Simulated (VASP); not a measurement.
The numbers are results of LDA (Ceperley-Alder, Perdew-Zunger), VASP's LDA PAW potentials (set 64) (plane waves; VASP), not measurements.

Gaps are without spin-orbit coupling.

**Question.** Order these relaxed crystals by band gap, smallest first: P2Ru, Pnnm (58); MgI2, P-3m1 (164); Tl2O, C2/m (12); BaO2, I4/mmm (139).

**Answer.** Tl2O, C2/m (12) (0.30 eV), P2Ru, Pnnm (58) (0.44 eV), BaO2, I4/mmm (139) (1.87 eV), MgI2, P-3m1 (164) (3.31 eV)
